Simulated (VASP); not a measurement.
Output of a VASP run:

**OSZICAR**
```
       N       E                     dE             d eps       ncg     rms          rms(c)
DAV:   1     0.510127475260E+03    0.51013E+03   -0.33601E+04  2598   0.168E+03
DAV:   2    -0.493874486445E+02   -0.55951E+03   -0.54544E+03  3104   0.450E+02
DAV:   3    -0.938876028492E+02   -0.44500E+02   -0.43557E+02  4015   0.100E+02
DAV:   4    -0.963019097634E+02   -0.24143E+01   -0.24064E+01  3749   0.215E+01
DAV:   5    -0.963844209086E+02   -0.82511E-01   -0.82502E-01  3672   0.356E+00    0.705E+01
DAV:   6    -0.841805829700E+02    0.12204E+02   -0.87533E+01  2918   0.331E+01    0.433E+01
DAV:   7    -0.839169696477E+02    0.26361E+00   -0.56518E+00  3473   0.947E+00    0.277E+01
DAV:   8    -0.839156666366E+02    0.13030E-02   -0.50761E-01  3488   0.379E+00    0.606E+00
DAV:   9    -0.838918254441E+02    0.23841E-01   -0.15819E-01  3108   0.147E+00    0.271E+00
DAV:  10    -0.838908834258E+02    0.94202E-03   -0.87930E-03  3194   0.620E-01    0.910E-01
DAV:  11    -0.838906372255E+02    0.24620E-03   -0.19197E-03  3488   0.214E-01    0.125E-01
DAV:  12    -0.838906311344E+02    0.60912E-05   -0.12104E-04  3387   0.597E-02    0.342E-02
DAV:  13    -0.838906027879E+02    0.28346E-04   -0.27190E-05  3643   0.251E-02    0.942E-03
DAV:  14    -0.838906073985E+02   -0.46106E-05   -0.33677E-06  3315   0.121E-02    0.231E-02
DAV:  15    -0.838906087323E+02   -0.13338E-05   -0.70236E-07  2931   0.443E-03    0.347E-03
DAV:  16    -0.838906084993E+02    0.23296E-06   -0.71726E-08  1764   0.165E-03    0.702E-04
DAV:  17    -0.838906084411E+02    0.58195E-07   -0.19827E-08  1751   0.109E-03
   1 F= -.83890608E+02 E0= -.83890608E+02  d E =0.000000E+00
```

**OUTCAR**
```
------------------------ aborting loop because EDIFF is reached ----------------------------------------
  FORCE on cell =-STRESS in cart. coord.  units (eV):
  Direction    XX          YY          ZZ          XY          YZ          ZX
  --------------------------------------------------------------------------------------
  Total        0.0541960      0.0541960      0.0541960      0.0000000      0.0000000      0.0000000
  in kB        0.8611613      0.8611613      0.8611613      0.0000000      0.0000000      0.0000000
  external PRESSURE =       0.8611613 kB  Pullay stress =       0.0000000 kB
  volume of cell :      100.83
      direct lattice vectors                 reciprocal lattice vectors
     4.654408374  0.000000000  0.000000000     0.214850078  0.000000000  0.000000000
     0.000000000  4.654408374  0.000000000     0.000000000  0.214850078  0.000000000
     0.000000000  0.000000000  4.654408374     0.000000000  0.000000000  0.214850078
 POSITION                                       TOTAL-FORCE (eV/Angst)
 -----------------------------------------------------------------------------------
      0.00000      0.00000      0.00000         0.000000      0.000000      0.000000
      2.32720      2.32720      0.00000         0.000000      0.000000      0.000000
      2.32720      0.00000      2.32720         0.000000      0.000000      0.000000
      2.32720      2.32720      2.32720         0.000000      0.000000      0.000000
      0.00000      0.00000      2.32720         0.000000      0.000000      0.000000
      0.00000      2.32720      0.00000         0.000000      0.000000      0.000000
      2.32720      0.00000      0.00000         0.000000      0.000000      0.000000
      0.00000      2.32720      2.32720         0.000000      0.000000      0.000000
 -----------------------------------------------------------------------------------
    total drift:                                0.000000      0.000000      0.000000
  FREE ENERGIE OF THE ION-ELECTRON SYSTEM (eV)
  ---------------------------------------------------
  free  energy   TOTEN  =       -83.8906084411 eV

  energy  without entropy=      -83.8906084411  energy(sigma->0) =      -83.89060844

 total charge

# of ion       s       p       d       tot
------------------------------------------
    1        2.182   6.048   1.676   9.907
    2        2.182   6.048   1.676   9.907
    3        2.182   6.048   1.676   9.907
    4        0.878   1.485   0.000   2.363
    5        0.878   1.485   0.000   2.363
    6        0.878   1.485   0.000   2.363
    7        0.884   1.477   0.000   2.361
    8        0.312   6.624   1.683   8.618
--------------------------------------------------
tot         10.378  30.699   6.710  47.787
```
(Selected blocks of OUTCAR.)

**POSCAR**
```
HfZr3C4
1
    4.6544083736     0.0000000000     0.0000000000
    0.0000000000     4.6544083736     0.0000000000
    0.0000000000     0.0000000000     4.6544083736
Zr C Hf
3 4 1
Direct
  0.0000000000   0.0000000000   0.0000000000
  0.5000000000   0.5000000000   0.0000000000
  0.5000000000   0.0000000000   0.5000000000
  0.5000000000   0.5000000000   0.5000000000
  0.0000000000   0.0000000000   0.5000000000
  0.0000000000   0.5000000000   0.0000000000
  0.5000000000   0.0000000000   0.0000000000
  0.0000000000   0.5000000000   0.5000000000
```

Problem. Write an INCAR and KPOINTS that could have produced this output.

Solution. One answer among several that fit: the input of the run itself, PBEsol GGA, plane waves, VASP's PBE PAW potentials (set 64).

### KPOINTS
```
Automatic mesh
0
Gamma
8 8 8
0 0 0
```

**INCAR**
```
SYSTEM = HfZr3C4
PREC = Accurate
ENCUT = 520
EDIFF = 1E-7
NELM = 100
ALGO = Normal
LREAL = .FALSE.
LASPH = .TRUE.
ISMEAR = -5
GGA = PS
LMAXMIX = 6
LWAVE = .FALSE.
LCHARG = .TRUE.
LORBIT = 11
NEDOS = 601
ISIF = 2
```

POTCAR, in this order: Zr_sv C Hf_pv (PBE.64 set). Program: vasp_std.

For a metal the tetrahedron method with Blöchl corrections gives inexact stress and forces.

The structure was generated: HfZr3C4 was put into an ordered model structure (Pm-3m), which need not be its known phase. It was relaxed first.
